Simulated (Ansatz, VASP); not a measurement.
**MnSbS2Br: VASP beside Ansatz**

Wanted: the spread between two codes on one cell, functional and k mesh.

Main program and level: Ansatz 0.2.0; plane waves, with VASP 6.6.1 beside it; single point at LDA, DFT+U.

### Step 1. Starting point

The structure is monoclinic, space group C2/m (No. 12). Conventional cell: a = 12.669 Å, b = 3.851 Å, c = 9.585 Å, α = 90.00°, β = 91.00°, γ = 90.00°. Nearest to Sb lie 5 S at 2.47 to 3.02 Å. Nearest to Br lie 2 Mn at 2.66 Å. Mn has 6 S at 2.54 to 2.65 Å nearest. Mn has 2 S at 2.63 Å and 4 Br at 2.66 Å nearest. Nearest to S lie 3 Sb at 2.47 to 3.02 Å and 2 Mn at 2.65 Å. Nearest to S lie 2 Mn at 2.54 to 2.63 Å and 2 Sb at 2.60 Å. Farther neighbours and most contacts between anions are not listed.

### Step 2. Ansatz: single point, LDA, DFT+U

Ansatz runs on its default PAW (the set named soft_2) files.

With cell and atoms fixed, the geometry can't cause a difference; cores, projectors, grids and the points listed under the comparison can.

Input file input.yaml:

```yaml
crystal:
  lattice:
    - [6.3345, -1.92545, 0.0]
    - [6.3345, 1.92545, 0.0]
    - [-0.1672813157, 0.0, 9.5835401581]
  atoms:
    - { symbol: Sb, position: [0.709, 0.709, 0.8094] }
    - { symbol: Sb, position: [0.291, 0.291, 0.1906] }
    - { symbol: Br, position: [0.634, 0.634, 0.4299] }
    - { symbol: Br, position: [0.366, 0.366, 0.5701] }
    - { symbol: Mn, position: [0.0, 0.0, 0.0], spin: 4.0 }
    - { symbol: Mn, position: [0.0, 0.0, 0.5], spin: -4.0 }
    - { symbol: S, position: [0.64, 0.64, 0.048838] }
    - { symbol: S, position: [0.36, 0.36, 0.951162] }
    - { symbol: S, position: [0.076, 0.076, 0.757] }
    - { symbol: S, position: [0.924, 0.924, 0.243] }
hamiltonian:
  xc: lda
  pseudopotentials: { kind: paw }
  hubbard: { sites: [{ species: Mn, l: d, u_eff: 5.0 }] }
magnetization:
  spin_polarized: true
kpoints:
  mp_grid: { grid: [5, 5, 2] }
scf:
  occupations: { method: gaussian, width: 0.05 }
  n_extra_bands: 12
output:
  forces: true
  stress: true
  eigenvalues: true
```

Run with:

```bash
> ansatz run input.yaml --threads 4 --pin off --max-ram 9216MiB --backend cpu --events-out ev --progress --plain --runs-dir out
```

Numbers of over 12 decimals in the logs are rounded to 6 here.

The program printed:

```text
Sb: projections on atomic orbitals take those of the free atom [Kr] 4d10 5s2 5p3, of charge +0.00 (hamiltonian.pseudopotentials.projection_atoms); the dataset's partial waves leave at most 3.6e-6 of an orbital's norm unspanned inside its sphere
Br: projections on atomic orbitals take those of the free atom [Ar 3d10] 4s2 4p5, of charge +0.00 (hamiltonian.pseudopotentials.projection_atoms); the dataset's partial waves leave at most 2.8e-6 of an orbital's norm unspanned inside its sphere
Mn: projections on atomic orbitals take those of the free atom [Ne] 3s2 3p6 3d5 4s2, of charge +0.00 (hamiltonian.pseudopotentials.projection_atoms); the dataset's partial waves leave at most 9.0e-7 of an orbital's norm unspanned inside its sphere
S: projections on atomic orbitals take those of the free atom [Ne] 3s2 3p4, of charge +0.00 (hamiltonian.pseudopotentials.projection_atoms); the dataset's partial waves leave at most 1.6e-7 of an orbital's norm unspanned inside its sphere
scf.n_extra_bands = 12 over 49 filled bands (N_el = 98.0): the run solves 61 bands
Engine: ansatz 0.2.0, aarch64-unknown-linux-gnu
Pseudopotentials: kind: paw
Pseudopotential: Sb, paw, valence charge 15, recommended cutoff 420 eV (normal), Sb.paw.azcp
Pseudopotential: Br, paw, valence charge 7, recommended cutoff 420 eV (normal), Br.paw.azcp
Pseudopotential: Mn, paw, valence charge 15, recommended cutoff 420 eV (normal), Mn.paw.azcp
Pseudopotential: S, paw, valence charge 6, recommended cutoff 420 eV (normal), S.paw.azcp
Functional definition: SPW92
  exchange = slater_x
  correlation = pw_c
Crystal: 10 atoms, lattice volume = 233.776 Å³
Basis set: ecut = 420 eV, 4577 PW (Γ)
Bands: 61, of which v1, the nominal top of the filled ones, is band 49 counted from 1 (48 counted from 0)
Symmetry: 4 space group operations
Space group: C2/m (ITA 12), of the structure as read, at distance tolerance 6.2e-5 Å
Magnetic group: BNS 12.58 (UNI 65), of the structure as read, at distance tolerance 6.2e-5 Å
k-points: 18 of 50
Non-local potential: Sb, projectors of the file, l = 0: 2, l = 1: 2, l = 2: 2, l = 3: 2
Non-local potential: Br, projectors of the file, l = 0: 2, l = 1: 2, l = 2: 2
Non-local potential: Mn, projectors of the file, l = 0: 3, l = 1: 2, l = 2: 3, l = 3: 1
Non-local potential: S, projectors of the file, l = 0: 2, l = 1: 2, l = 2: 2
PAW form: soft (Blöchl's): semilocal exchange-correlation on the pseudo side does not see the compensation charge
PAW frozen core: Sb, regenerated for the run's functional, and the local potential with it (the file was generated under x = pbe(κ = 0.804, μ = 0.219515), c = pbe(β = 0.066725))
PAW frozen core: Br, regenerated for the run's functional, and the local potential with it (the file was generated under x = pbe(κ = 0.804, μ = 0.219515), c = pbe(β = 0.066725))
PAW frozen core: Mn, regenerated for the run's functional, and the local potential with it (the file was generated under x = pbe(κ = 0.804, μ = 0.219515), c = pbe(β = 0.066725))
PAW frozen core: S, regenerated for the run's functional, and the local potential with it (the file was generated under x = pbe(κ = 0.804, μ = 0.219515), c = pbe(β = 0.066725))
PAW one-centre angular grid: Sb, 590 points (default); XC on 64 Gauss nodes
PAW one-centre angular grid: Br, 110 points (default); XC on 64 Gauss nodes
PAW one-centre angular grid: Mn, 590 points (default); XC on 64 Gauss nodes
PAW one-centre angular grid: S, 110 points (default); XC on 64 Gauss nodes
Initial density: superposition of atomic densities (chi_scale 0.1, normalization cell, long waves kept (reshape's long-wave potential 0.64 eV rms))
Starting moments: Σ|m| = 8 μB on 2 of 10 sites
Starting magnetic order: compensated ferrimagnet; no operation exchanges its spin sublattices
Initial wavefunctions: pseudopotential atomic-orbital guess
Functional: x = slater, c = lda
SCF iter   1: F=—  HF=-29243.303830 eV  |F-HF|=—  |Δ(HF+E_count)|=         —  Δρ=2.25e-1 (↑9.46e-2 ↓2.25e-1)  dr2=4.36e2  dr2_m=1.62e1  M=-2.402 μB ∫|m|=3.908 μB  β_m=0.30  ethr=3.10e-3  ⟨swp⟩=7.3  Hψ=8820  notcnv=0  defer=6
preconditioner: auto → Kerker (q_TF=auto, 2.360 Å⁻¹)  [metal: Δε(μ)=0.005 eV  Ē_g=8.339 eV  σ=0.050 eV  W_gap=0.05  n_scr=60 (ndim 8)  ℏωp=19.1 eV  f_vac=0.000  D(μ)=8.79/eV (n_scr^D=74)]
spin=Collinear: Kerker preconditioning applied to the charge; magnetization (m = ρ↑ − ρ↓) channel mixes plain (no charge-response kernel on spin).
SCF iter   2: F=—  HF=-29226.276882 eV  |F-HF|=—  |Δ(HF+E_count)|=    1.70e1  Δρ=7.61e-2 (↑5.05e-2 ↓7.61e-2)  dr2=2.45e1  dr2_m=2.24e0  M=0.000 μB ∫|m|=9.606 μB  β_m=1.00  ethr=3.10e-3  ⟨swp⟩=5.7  Hψ=6610  notcnv=0  defer=163
preconditioner: auto → Resta (q_TF=auto, 2.360 Å⁻¹)  ε∞=5.8  [insulator: Δε(μ)=0.545 eV  Ē_g=8.771 eV  σ=0.050 eV  W_gap=1.00  n_scr=60 (ndim 8)  ℏωp=19.1 eV  f_vac=0.000  D(μ)=0.00/eV (n_scr^D=0)  ε∞_Penn≈5.8]
spin=Collinear: Resta preconditioning applied to the charge; magnetization (m = ρ↑ − ρ↓) channel mixes plain (no charge-response kernel on spin).
SCF iter   3: F=—  HF=-29221.517975 eV  |F-HF|=—  |Δ(HF+E_count)|=    4.76e0  Δρ=3.66e-2 (↑1.70e-2 ↓3.66e-2)  dr2=6.42e0  dr2_m=3.73e-1  M=0.000 μB ∫|m|=9.760 μB  β_m=1.00  ethr=3.10e-3  ⟨swp⟩=4.5  Hψ=5084  notcnv=0  defer=160
SCF iter   4: F=—  HF=-29220.593626 eV  |F-HF|=—  |Δ(HF+E_count)|=   9.24e-1  Δρ=1.23e-2 (↑1.23e-2 ↓7.83e-3)  dr2=5.48e-1  dr2_m=1.44e-1  M=0.000 μB ∫|m|=9.744 μB  β_m=0.30  ethr=3.10e-3  ⟨swp⟩=3.6  Hψ=5111  notcnv=0  defer=165
Mixer restart at iter 4: flushing history
spin-set hold released at iteration 4 (site moments contracting): the magnetisation degrees of freedom join the quasi-Newton model from the next iteration; the mixer history was flushed
SCF iter   5: F=—  HF=-29221.136348 eV  |F-HF|=—  |Δ(HF+E_count)|=   5.43e-1  Δρ=7.67e-3 (↑7.10e-3 ↓7.67e-3)  dr2=2.16e-1  dr2_m=8.12e-2  M=0.000 μB ∫|m|=9.771 μB  β_m=0.64  ethr=5.59e-4  ⟨swp⟩=4.8  Hψ=4257  notcnv=0  defer=170
SCF iter   6: F=—  HF=-29221.815221 eV  |F-HF|=—  |Δ(HF+E_count)|=   6.79e-1  Δρ=7.51e-3 (↑7.51e-3 ↓1.55e-3)  dr2=1.06e-1  dr2_m=2.76e-2  M=0.000 μB ∫|m|=9.805 μB  β_m=0.58  ethr=2.21e-4  ⟨swp⟩=5.3  Hψ=5123  notcnv=0  defer=182
SCF iter   7: F=—  HF=-29221.781135 eV  |F-HF|=—  |Δ(HF+E_count)|=   3.41e-2  Δρ=1.19e-3 (↑1.19e-3 ↓5.32e-4)  dr2=2.88e-3  dr2_m=9.75e-4  M=0.000 μB ∫|m|=9.818 μB  β_m=0.71  ethr=1.08e-4  ⟨swp⟩=4.4  Hψ=4907  notcnv=0  defer=198
SCF iter   8: F=—  HF=-29221.782765 eV  |F-HF|=—  |Δ(HF+E_count)|=   1.63e-3  Δρ=2.36e-4 (↑2.36e-4 ↓2.13e-4)  dr2=4.51e-4  dr2_m=4.35e-5  M=0.000 μB ∫|m|=9.817 μB  β_m=0.83  ethr=2.94e-6  ⟨swp⟩=2.5  Hψ=4073  notcnv=0  defer=206
SCF iter   9: F=—  HF=-29221.782795 eV  |F-HF|=—  |Δ(HF+E_count)|=   2.99e-5  Δρ=1.44e-4 (↑7.67e-5 ↓1.44e-4)  dr2=9.87e-5  dr2_m=4.51e-6  M=0.000 μB ∫|m|=9.817 μB  β_m=0.75  ethr=4.60e-7  ⟨swp⟩=2.5  Hψ=3879  notcnv=0  defer=206
SCF iter  10: F=—  HF=-29221.782773 eV  |F-HF|=—  |Δ(HF+E_count)|=   2.19e-5  Δρ=4.17e-5 (↑2.57e-5 ↓4.17e-5)  dr2=7.34e-6  dr2_m=1.60e-6  M=0.000 μB ∫|m|=9.817 μB  β_m=0.82  ethr=1.01e-7  ⟨swp⟩=2.4  Hψ=3804  notcnv=0  defer=206
SCF iter  11: F=—  HF=-29221.782772 eV  |F-HF|=—  |Δ(HF+E_count)|=   6.63e-7  Δρ=9.86e-6 (↑7.59e-6 ↓9.86e-6)  dr2=1.13e-6  dr2_m=6.44e-8  M=0.000 μB ∫|m|=9.817 μB  β_m=0.85  ethr=7.49e-9  ⟨swp⟩=2.3  Hψ=3664  notcnv=0  defer=206
SCF iter  12: F=—  HF=-29221.782772 eV  |F-HF|=—  |Δ(HF+E_count)|=   1.19e-7  Δρ=5.80e-6 (↑3.34e-6 ↓5.80e-6)  dr2=2.22e-7  dr2_m=6.36e-9  M=0.000 μB ∫|m|=9.817 μB  β_m=0.87  ethr=1.16e-9  ⟨swp⟩=2.0  Hψ=2795  notcnv=0  defer=206
iter 13 met the thresholds in force, and the SCF goes on: an eigenvalue changes by 0.11 meV, over its tolerance of 0.07 meV (output.eigenvalues, Limitations)
SCF iter  13: F=-29221.782772 eV  HF=-29221.782772 eV  |F-HF|=7.69e-9  |Δ(HF+E_count)|=   4.75e-8  Δρ=8.91e-7 (↑7.48e-7 ↓8.91e-7)  dr2=1.26e-8  dr2_m=1.42e-10  M=0.000 μB ∫|m|=9.817 μB  β_m=0.92  ethr=1.02e-10  ⟨swp⟩=13.8  Hψ=11688  notcnv=0
SCF iter  14: F=-29221.782772 eV  HF=-29221.782772 eV  |F-HF|=9.68e-10  |Δ(HF+E_count)|=   1.47e-9  Δρ=4.32e-7 (↑2.79e-7 ↓4.32e-7)  dr2=1.49e-9  dr2_m=4.01e-11  M=0.000 μB ∫|m|=9.817 μB  ethr=1.28e-11  ⟨swp⟩=1.8  Hψ=5287  notcnv=0
SCF 1 converged in 14 iterations: F = -29221.782772 eV  dr2 = 1.49e-9
  greatest PAW one-centre occupation: 1.004 electrons in one spin orbital (limit 2), on the Mn atom at site 5 (counted from 0), in its partial waves of l = 1
SCF converged after 14 iterations
an eigenvalue changed by more than its tolerance at an iteration that met the thresholds in force, so the SCF went on 1 time: the last check found none over its tolerance
Magnetization: 0.0000 μB (49.0000 up, 49.0000 down)
Absolute magnetization: 9.8184 μB (∫|ρ↑−ρ↓|, with the PAW one-centre terms)
Spin contamination: 5.0090 ħ² per cell (⟨S²⟩ above its minimum at these occupations)
Per-site moments (μB) at R_I (Å): [(0.00880624, 1.018906), (0.00880624, 1.018906), (-0.031455, 1.097640), (-0.031455, 1.097640), (4.403776, 1.046020), (-4.485640, 1.084518), (0.016778, 1.018906), (0.016778, 1.018906), (0.00347269, 1.046020), (0.00347269, 1.046020)]
Free energy (F): -29221.782772 eV
Harris-Foulkes:  -29221.782772 eV  (|F-HF|=9.68e-10)
Internal energy: -29221.782772 eV  (E = F + TS)
E sigma→0 (E₀):  -29221.782772 eV
Fermi energy:    7.397061 eV
--- Per-component energies (eV) ---
  E_band       = -1141.115278
  E_kinetic    = 1703.585510
  E_local      = -10135.415284  (includes V_loc(G=0)·N_el)
  E_nonlocal   = 1507.192140
  E_hartree    = 4244.843283
  E_xc         = -1401.080768
  E_vxc        = -1035.452808  (∫ρ·V_xc dr)
  E_hubbard    = 1.384668  (on-site DFT+U / exact-exchange correction)
  E_vhub       = -23.489514  (the Hubbard potential's part of the band-sum identity)
  E_paw        = -17944.518835  (= ΣΔE_a)
  E_vpaw       = -1647.220651  (= ΣTr[D̂ρ^β])
  E_aug_tail   = -0.000019  (compensation charges beyond the density's cutoff)
  E_ewald      = -7200.684832
  E_core_change = 2.911366  (= ΣΔE_core)
  E_smearing   = -0.000000  (= −TS)
  E_closure    = 0.000000  (closes the sum)
  Σ components = -29221.782772   (vs F -29221.782772, Δ=0.00e0)
--- Forces (eV/Å), atoms counted from 1 ---
  atom   1  Sb     0.12386001     0.00000000    -0.02302604
  atom   2  Sb    -0.12386001     0.00000000     0.02302604
  atom   3  Br    -0.06645552     0.00000000     0.02215692
  atom   4  Br     0.06645552     0.00000000    -0.02215692
  atom   5  Mn     0.00000000     0.00000000     0.00000000
  atom   6  Mn     0.00000000     0.00000000     0.00000000
  atom   7  S     -0.04427981     0.00000000     0.12254491
  atom   8  S      0.04427981     0.00000000    -0.12254491
  atom   9  S     -0.00527556     0.00000000    -0.00036770
  atom  10  S      0.00527556     0.00000000     0.00036770
  max |Σ_I F_I| component: 1.39e-17 eV/Å
--- Stress (GPa, compression-positive) ---
       -2.285894       0.000000      -0.475259
        0.000000      -2.311526       0.000000
       -0.475259       0.000000      -2.084731
  P = ⅓ Tr σ = -2.2274 GPa (-22.274 kbar)
--- Band table (eV; the first three rows and the last of 36) ---
  k-point 0 ↑: bands = [... 45 lower, 5.7254, 5.7300, 5.7811, 6.1747, 8.2904, 8.7304, 9.4394, 9.5588, ... 8 higher]
  k-point 1 ↑: bands = [... 45 lower, 5.4967, 5.8928, 6.2694, 6.3537, 8.1903, 8.8843, 8.9891, 9.3355, ... 8 higher]
  k-point 2 ↑: bands = [... 45 lower, 5.7311, 5.9969, 6.3414, 6.6785, 8.9539, 9.2558, 9.4048, 9.6526, ... 8 higher]
  k-point 17 ↓: bands = [... 45 lower, 5.4852, 5.7485, 5.7980, 5.9490, 8.9461, 9.0660, 9.3996, 9.6677, ... 8 higher]
Occupation matrices written to <dir>
```

The job ended after 24 s (4 threads of Arm Neoverse V1, shared host; peak memory 1.1 GiB).

The run ends at a pressure of -2.23 GPa, with forces up to 0.13 eV/Å.

[end of part 1 of 2]

[Lines on the potential files, build, host, timing and source positions are cut from VASP's logs without a mark.]

[Logs are printed without paths, hosts, clocks, repeated set-up lines and the standing remarks that a program may print on its own settings, such as how far it seeks lower states.]

[Hosts, paths, dates, database ids (printed as entryN), source tags and the programs' standing remarks are cut or masked in the printed files.]
